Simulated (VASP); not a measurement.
Here is the system:

```xyz
4
Lattice="1.6761 -5.3137 0.0000 1.6761 5.3137 0.0000 0.0000 0.0000 4.4636" Properties=species:S:1:pos:R:3 pbc="T T T"
P      1.6761     4.2329     4.1038
P      1.6761     1.0808     1.8720
P      1.6761    -1.0808     2.5916
P      1.7087    -4.2329     0.3598
```

Level of theory: PBE GGA, VASP's PBE PAW potentials (set 64) (plane waves; VASP). Numerical set-up: 400 eV cut-off, 8×8×7 Γ-centred mesh, Gaussian smearing of 0.050 eV, potentials P.

**Question.** Give the force on each atom (eV/Å).

**Answer.** 
| atom | Fx | Fy | Fz |
|---|---|---|---|
| P1 | 0.040 | 0.212 | -0.254 |
| P2 | 0.253 | -0.212 | -0.241 |
| P3 | 0.024 | 0.212 | 0.255 |
| P4 | -0.316 | -0.212 | 0.240 |

**Question.** Give the stress tensor in GPa (positive for a compressed cell).

**Answer.** 
```
-2.14  -0.27   0.67
-0.27  -0.50   0.00
 0.67   0.00  -1.77
```
The pressure is its mean diagonal, -1.47 GPa.

The compound is P in the black structure. The cell was not relaxed at this level, atoms are displaced from their ideal sites. The run is one of a series of settings (KPOINTS 8×8×7 Γ-centred mesh against the base run), some of them coarse on purpose.
